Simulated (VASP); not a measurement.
Level of theory: r2SCAN meta-GGA, VASP's PBE PAW potentials (set 64) (plane waves; VASP).

The input files of a VASP run:

File KPOINTS:
```
Automatic mesh
0
Gamma
8 8 4
0 0 0
```

INCAR:
```
# general
SYSTEM  = CdSe
PREC    = Normal
ENCUT   = 400   # plane-wave cut-off (eV)
LREAL   = .False.
LASPH   = .True.   # aspherical one-centre terms

# electronic loop
EDIFF   = 1E-5   # SCF stop (eV)
NELM    = 100   # most electronic steps
NELMIN  = 4
ALGO    = Normal   # blocked Davidson
LMAXMIX = 4
LMIXTAU = .True.

# smearing
ISMEAR  = 0
SIGMA   = 0.05

# functional
METAGGA = R2SCAN

# ions
IBRION  = 2   # conjugate gradients
NSW     = 20
ISIF    = 2   # forces and stress, cell fixed
EDIFFG  = -0.03

# output
LWAVE   = .False.
LCHARG  = .False.
```

### POSCAR
```
CdSe
1.0
  4.3480545416   0.0000000000   0.0000000000
 -2.1740272708   3.7655254458   0.0000000000
  0.0000000000   0.0000000000   7.0823825390
Cd Se
2 2
Cartesian
 -0.0000021740   2.5103515524   0.0000000000
  2.1740294448   1.2551738934   3.5411912695
 -0.0000021740   2.5103515524   2.6629758347
  2.1740294448   1.2551738934   6.2041671042
```

POTCAR, in this order: Cd Se (PBE.64 set). Program: vasp_std.

Q: What will the output report for the number of irreducible k-points (NKPTS), largest plane-wave count, number of space-group operations, FFT grid (NGX, NGY, NGZ)?

A: 
```json
{
 "number of irreducible k-points (NKPTS)": "30",
 "largest_plane_wave_count": "2128",
 "number_of_space_group_operations": "12",
 "FFT grid (NGX, NGY, NGZ)": "24 × 24 × 36"
}
```

The compound is CdSe in the wurtzite structure. It was relaxed first.
